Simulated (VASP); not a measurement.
```
CELL_PARAMETERS angstrom
      2.80698     0.00000     0.00000
      0.00000     2.80698     0.00000
      0.00000     0.00000     2.80698
ATOMIC_POSITIONS crystal
  Zn 0.50000 0.50000 0.50000
  Cu 0.00000 0.00000 0.00000
```

Level of theory: PBEsol GGA, VASP's PBE PAW potentials (set 64) (plane waves; VASP). Settings: 500 eV cut-off, 13×13×13 Γ-centred mesh, first-order Methfessel-Paxton smearing of 0.10 eV, potentials Zn Cu.

### Question
What does the run give for the energy per atom (σ→0), pressure, band gap (on the k-mesh) with the smallest direct gap where there is one?

### Answer

```yaml
band gap (on the k-mesh): none (metal, semimetal or under 0.01 eV)
energy per atom (σ→0): -2.973 eV/atom
pressure: 19.86 GPa
```

The compound is CuZn in the CsCl type structure. It was relaxed first under an external pressure of 20 GPa. The electron count is odd and the run is not spin-polarised, which forces a metal.
